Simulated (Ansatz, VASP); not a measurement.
HPtBr3: VASP beside Ansatz

```
CELL_PARAMETERS angstrom
5.11929 0.00000 0.00000
0.00000 5.11929 0.00000
0.00000 0.00000 5.11929
ATOMIC_POSITIONS crystal
H 0.00000 0.00000 0.00000
Pt 0.50000 0.50000 0.50000
Br 0.00000 0.50000 0.50000
Br 0.50000 0.50000 0.00000
Br 0.50000 0.00000 0.50000
```

Change from the starting cell: species swapped into the ZnNi3C type (Pm-3m, No. 221).

Alike in both runs: functional PBE; k mesh 4 × 4 × 4; occupations gaussian, width 0.1 eV; no spin polarisation.

Ansatz relaxed the structure, and its values are those at the end. VASP's run is a single point on that final structure, the one shown.

|  | VASP | Ansatz |
| --- | --- | --- |
| version | VASP 6.6.1 | Ansatz 0.2.0 |
| potentials or method | VASP PAW PBE potentials, release 64 (H, Pt, Br) | scalar-relativistic, plane waves, PAW |
| plane-wave cutoff (eV) | 520 | 420 |
| valence electrons in the cell | 32 | 40 |

|  | VASP | Ansatz | Ansatz less VASP |
| --- | --- | --- | --- |
| gap on the k mesh at the Fermi level (eV) | none | none | - |
| pressure (GPa) | -0.2 | -0.2 | +0.05 |

A gap of «none» marks a metal or a gap that the smearing closes. The two sets of potentials don't hold the same shells in valence.

The runs have no spin-orbit coupling, so splittings on Pt are missing.
